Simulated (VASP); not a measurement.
```
BaTiO3
1.0
    3.96221     0.00000     0.00000
    0.00000     3.96221     0.00000
    0.00000     0.00000     4.26722
Ba Ti O
1 1 3
Direct
  0.00000   0.00000   0.01471
  0.50000   0.50000   0.53354
  0.50000   0.50000   0.95388
  0.00000   0.50000   0.48093
  0.50000   0.00000   0.48093
```

Level of theory: vdW-DF2, VASP's PBE PAW potentials (set 64) (plane waves; VASP 6.6.1). Numerical set-up: 520 eV cut-off, 6×6×5 Γ-centred mesh, Gaussian smearing of 0.050 eV, potentials Ba_sv Ti_sv O.

Problem. The ions and cell shape at fixed volume are relaxed. Predict the relaxed structure.

Solution. 
```
BaTiO3
1.0
    4.02727     0.00000     0.00000
    0.00000     4.02727     0.00000
    0.00000     0.00000     4.13045
Ba Ti O
1 1 3
Direct
  0.00000   0.00000   0.00249
  0.50000   0.50000   0.51952
  0.50000   0.50000   0.97234
  0.00000   0.50000   0.48482
  0.50000   0.00000   0.48482
```
Space group P4mm (99), at a tolerance of 0.03 Å.

Problem. How much energy does the relaxation gain?

Solution. The energy (σ→0) changes by -10.6 meV/atom, in 11 ionic steps.

The compound is BaTiO3 in the tetragonal perovskite structure. This cell is one point of a volume scan, at 0.94 of the reference volume. Symmetry was kept, so distortions that lower it aren't found.
